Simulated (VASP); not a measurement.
Here is the system:

```yaml
crystal:
  lattice:
    - [0.00000, 2.89809, 2.89809]
    - [2.89809, 0.00000, 2.89809]
    - [2.89809, 2.89809, 0.00000]
  atoms:
    - { symbol: In, position: [0.00000, 0.00000, 0.00000] }
    - { symbol: P, position: [0.25000, 0.25000, 0.25000] }
```

Calculation: revTPSS meta-GGA, VASP's PBE PAW potentials (set 64) (plane waves; VASP). Numerical set-up: 520 eV cut-off, 8×8×8 Γ-centred mesh, Gaussian smearing of 0.050 eV, potentials In_d P.

Unless said otherwise, spin-orbit coupling is left out, though it shifts the bands of the heavy elements here.

### Question
What does the run give for the energy per atom (σ→0), pressure, band gap (on the k-mesh) with the smallest direct gap where there is one?

### Answer

```json
{
  "band gap (on the k-mesh)": "0.99 eV",
  "smallest direct gap (on the k-mesh)": "0.99 eV",
  "energy per atom (σ→0)": "3885 meV/atom",
  "pressure": "4.57 GPa"
}
```

The absolute energy has meaning only against runs of the same code, potentials and settings.

The compound is InP in the zinc blende structure. This cell is one point of a volume scan, at 0.94 of the reference volume.
